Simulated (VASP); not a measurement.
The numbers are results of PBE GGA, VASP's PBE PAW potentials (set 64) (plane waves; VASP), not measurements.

VASP input:

File POSCAR:
```
Ni
1.0
  0.0000000000   1.7584509377   1.7584509377
  1.7584509377   0.0000000000   1.7584509377
  1.7584509377   1.7584509377   0.0000000000
Ni
1
Cart
  0.0000000000   0.0000000000   0.0000000000
```

KPOINTS:
```
Automatic mesh
0
Gamma
18 18 18
0 0 0
```

### INCAR
```
ALGO  =  Normal
EDIFF  =  1E-6
EDIFFG  =  -0.02
ENCUT  =  500
GGA  =  PE
IBRION  =  2
ISIF  =  3
ISMEAR  =  1
ISPIN  =  2
LASPH  =  T
LCHARG  =  F
LMAXMIX  =  4
LORBIT  =  10
LREAL  =  F
LWAVE  =  F
MAGMOM  =  0.6
NELM  =  100
NSW  =  40
PREC  =  Accurate
PSTRESS  =  50
SIGMA  =  0.1
SYSTEM  =  Ni
```

POTCAR, in this order: Ni (PBE.64 set). Program: vasp_std.

The run wrote:

OSZICAR:
```
       N       E                     dE             d eps       ncg     rms          rms(c)
DAV:   1     0.222205487331E+02    0.22221E+02   -0.47202E+03  7148   0.138E+03
DAV:   2    -0.607924893540E+01   -0.28300E+02   -0.27209E+02  7078   0.164E+02
DAV:   3    -0.649074754011E+01   -0.41150E+00   -0.41076E+00  8218   0.264E+01
DAV:   4    -0.649449617512E+01   -0.37486E-02   -0.37482E-02  7960   0.220E+00
DAV:   5    -0.649459370130E+01   -0.97526E-04   -0.97526E-04  8131   0.297E-01    0.993E+00
DAV:   6    -0.581476588696E+01    0.67983E+00   -0.16963E+01  7376   0.668E+01    0.595E+00
DAV:   7    -0.549020993698E+01    0.32456E+00   -0.28332E+00  7410   0.257E+01    0.193E+00
DAV:   8    -0.547461834911E+01    0.15592E-01   -0.22015E-02  9909   0.175E+00    0.938E-01
DAV:   9    -0.547232358536E+01    0.22948E-02   -0.17573E-03 10323   0.423E-01    0.250E-01
DAV:  10    -0.547180591643E+01    0.51767E-03   -0.70329E-04  8904   0.222E-01    0.387E-02
DAV:  11    -0.547181194553E+01   -0.60291E-05   -0.15693E-05  9039   0.485E-02    0.334E-02
DAV:  12    -0.547181275316E+01   -0.80762E-06   -0.91047E-07  4010   0.118E-02
   1 F= -.51324375E+01 E0= -.51325674E+01  d E =-.513244E+01  mag=     0.6163
       N       E                     dE             d eps       ncg     rms          rms(c)
DAV:   1    -0.588870595739E+01   -0.41689E+00   -0.70086E+00  7321   0.445E+01    0.557E+00
DAV:   2    -0.558055761510E+01    0.30815E+00   -0.61668E+00  7332   0.398E+01    0.281E+00
DAV:   3    -0.546435641424E+01    0.11620E+00   -0.89562E-01  7268   0.151E+01    0.867E-01
DAV:   4    -0.545626976140E+01    0.80867E-02   -0.54757E-03  8168   0.642E-01    0.467E-01
DAV:   5    -0.545450339395E+01    0.17664E-02   -0.27004E-03  9553   0.416E-01    0.136E-01
DAV:   6    -0.545455389319E+01   -0.50499E-04   -0.14462E-04  8746   0.127E-01    0.607E-02
DAV:   7    -0.545455030250E+01    0.35907E-05   -0.11302E-05  7708   0.510E-02    0.207E-02
DAV:   8    -0.545454746852E+01    0.28340E-05   -0.12008E-06  3674   0.137E-02    0.238E-03
DAV:   9    -0.545454724899E+01    0.21954E-06   -0.77466E-08  3582   0.289E-03
   2 F= -.51315573E+01 E0= -.51316870E+01  d E =0.880227E-03  mag=     0.6111
       N       E                     dE             d eps       ncg     rms          rms(c)
DAV:   1    -0.558766269788E+01   -0.13312E+00   -0.19501E+00  7286   0.244E+01    0.294E+00
DAV:   2    -0.550798084528E+01    0.79682E-01   -0.18620E+00  7355   0.204E+01    0.159E+00
DAV:   3    -0.547049651686E+01    0.37484E-01   -0.28234E-01  7277   0.864E+00    0.484E-01
DAV:   4    -0.546827043799E+01    0.22261E-02   -0.15191E-03  7869   0.403E-01    0.279E-01
DAV:   5    -0.546791922852E+01    0.35121E-03   -0.76001E-04  9449   0.224E-01    0.557E-02
DAV:   6    -0.546793108171E+01   -0.11853E-04   -0.28539E-05  7777   0.625E-02    0.276E-02
DAV:   7    -0.546793796269E+01   -0.68810E-05   -0.29567E-06  7257   0.317E-02    0.122E-02
DAV:   8    -0.546793898402E+01   -0.10213E-05   -0.27316E-07  3528   0.871E-03    0.241E-03
DAV:   9    -0.546793897286E+01    0.11157E-07   -0.26071E-08  3521   0.232E-03
   3 F= -.51365129E+01 E0= -.51366391E+01  d E =-.407542E-02  mag=     0.6140
```

**OUTCAR**
```
------------------------ aborting loop because EDIFF is reached ----------------------------------------
  FORCE on cell =-STRESS in cart. coord.  units (eV):
  Direction    XX          YY          ZZ          XY          YZ          ZX
  --------------------------------------------------------------------------------------
  Total        0.3312491      0.3312491      0.3312491      0.0000000      0.0000000     -0.0000000
  in kB       49.9733098     49.9733098     49.9733098      0.0000000      0.0000000     -0.0000000
  external PRESSURE =      -0.0266902 kB  Pullay stress =      50.0000000 kB
  volume of cell :       10.62
      direct lattice vectors                 reciprocal lattice vectors
     0.000000000  1.744612896  1.744612896    -0.286596529  0.286596529  0.286596529
     1.744612896  0.000000000  1.744612896     0.286596529 -0.286596529  0.286596529
     1.744612896  1.744612896  0.000000000     0.286596529  0.286596529 -0.286596529
 POSITION                                       TOTAL-FORCE (eV/Angst)
 -----------------------------------------------------------------------------------
      0.00000      0.00000      0.00000        -0.000000     -0.000000     -0.000000
 -----------------------------------------------------------------------------------
    total drift:                                0.000000     -0.000000     -0.000000
  FREE ENERGIE OF THE ION-ELECTRON SYSTEM (eV)
  ---------------------------------------------------
  free  energy   TOTEN  =        -5.4679389729 eV

  energy  without entropy=       -5.4683175794  energy(sigma->0) =       -5.46806518
  enthalpy is  TOTEN    =        -5.1365129139 eV   P V=        0.3314260590

 total charge

# of ion       s       p       d       tot
------------------------------------------
    1        0.508   0.520   8.326   9.354

 magnetization (x)

# of ion       s       p       d       tot
------------------------------------------
    1       -0.007  -0.025   0.655   0.624

 reached required accuracy - stopping structural energy minimisation
```
(Selected blocks of OUTCAR.)

CONTCAR:
```
Ni
   1.00000000000000
     0.0000000000000000    1.7446128956599534    1.7446128956599534
     1.7446128956599534    0.0000000000000000    1.7446128956599534
     1.7446128956599534    1.7446128956599534    0.0000000000000000
  Ni
     1
Direct
     0.0000000000000000    0.0000000000000000    0.0000000000000000
```

Energy and stress use the plane-wave basis of the starting cell.

The compound is Ni in the fcc structure. This run relaxes it under an external pressure of 5 GPa. Symmetry was kept, so distortions that lower it aren't found.
